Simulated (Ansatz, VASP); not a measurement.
## One calculation of BaOs3, two programs

File INCAR:

```
PREC = Accurate
ENCUT = 520
EDIFF = 1E-7
ISMEAR = 0
SIGMA = 0.05
LREAL = F
LASPH = T
NELM = 60
ALGO = Fast
ISIF = 2
LWAVE = F
LCHARG = T
GGA = PE
LELF = T
LVHAR = T
NBANDS = 25
```

File KPOINTS:

```
Automatic mesh
0
Gamma
  8 8 8
```

File POSCAR:

```
BaOs3
1.0
    4.1850759742      0.0000000000      0.0000000000
    0.0000000000      4.1850759742      0.0000000000
    0.0000000000      0.0000000000      4.1850759742
Ba Os
1 3
Direct
    0.0000000000      0.0000000000      0.0000000000
    0.0000000000      0.5000000000      0.5000000000
    0.5000000000      0.5000000000      0.0000000000
    0.5000000000      0.0000000000      0.5000000000
```

Input for Ansatz:

```yaml
crystal:
  lattice:
    - [4.1850759742, 0.0, 0.0]
    - [0.0, 4.1850759742, 0.0]
    - [0.0, 0.0, 4.1850759742]
  atoms:
    - { symbol: Ba, position: [0.0, 0.0, 0.0] }
    - { symbol: Os, position: [0.0, 0.5, 0.5] }
    - { symbol: Os, position: [0.5, 0.5, 0.0] }
    - { symbol: Os, position: [0.5, 0.0, 0.5] }
basis:
  ecutwfc: 420
  ecutrho_ratio: 4
kpoints:
  mp_grid: { grid: [8, 8, 8] }
hamiltonian:
  xc: pbe
scf:
  occupations: { method: gaussian, width: 0.05 }
output:
  forces: true
  stress: true
  eigenvalues: true
```

Alike in both runs: task single point; functional PBE; k mesh 8 × 8 × 8; occupations gaussian, width 0.05 eV; no spin polarisation.

```csv
,VASP,Ansatz
version,VASP 6.6.1,Ansatz 0.2.0
potentials or method,"VASP PAW PBE potentials, release 64 (Ba_sv, Os)","scalar-relativistic, plane waves, PAW"
plane-wave cutoff (eV),520,420
valence electrons in the cell,34,58
```

Ansatz gave:

- gap on the k mesh at the Fermi level (eV): none
- pressure (GPa): 0.0

Question: Which values does VASP return?

Answer: gap on the k mesh at the Fermi level (eV): none; pressure (GPa): 4.5.

A gap of «none» marks a metal or a gap that the smearing closes. One of these differences is far larger than is usual between the two programs; its cause wasn't traced. The two sets of potentials don't hold the same shells in valence.

The runs have no spin-orbit coupling, so splittings on Ba, Os are missing.
